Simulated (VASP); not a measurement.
```yaml
crystal:
  lattice:
    - [4.20215, 0.00000, 0.00000]
    - [-2.10107, 3.63917, 0.00000]
    - [0.00000, 0.00000, 6.82827]
  atoms:
    - { symbol: Ca, position: [0.00000, 0.00000, 0.00000] }
    - { symbol: Cd, position: [0.33333, 0.66667, 0.63830] }
    - { symbol: Cd, position: [0.66667, 0.33333, 0.36170] }
    - { symbol: P, position: [0.66667, 0.33333, 0.76354] }
    - { symbol: P, position: [0.33333, 0.66667, 0.23646] }
```

The numbers are results of LDA (Ceperley-Alder, Perdew-Zunger), VASP's LDA PAW potentials (set 64) (plane waves; VASP), not measurements. Settings: 400 eV cut-off, Gaussian smearing of 0.050 eV, potentials Ca_sv Cd P.

### Question
Give the energies of bands 17 to 25 at the high-symmetry points, in eV from the valence-band maximum.

### Answer

```tsv
band	Γ	M	K	A	L	H
17	-5.34	-5.39	-4.71	-4.05	-5.32	-5.04
18	-1.41	-4.21	-4.71	-2.04	-5.05	-5.04
19	-1.41	-3.20	-4.25	-1.03	-2.51	-3.74
20	-0.15	-2.38	-2.55	-1.03	-2.49	-2.86
21	0.00	-2.33	-2.55	-0.62	-1.27	-1.67
22	0.00	-1.45	-2.06	-0.62	-1.05	-1.67
23	0.94	1.10	2.43	1.08	1.30	2.12
24	1.15	2.59	2.87	1.84	1.95	2.12
25	2.31	2.88	2.87	2.61	2.02	3.42
```

The gap is direct, 0.94 eV, from the valence maximum at Γ to the conduction minimum at Γ.

The structure comes from a computed database's CaCd2P2 entry (P-3m1); how it stands against other phases isn't given here. It was relaxed first, which changed the volume by -7 %.
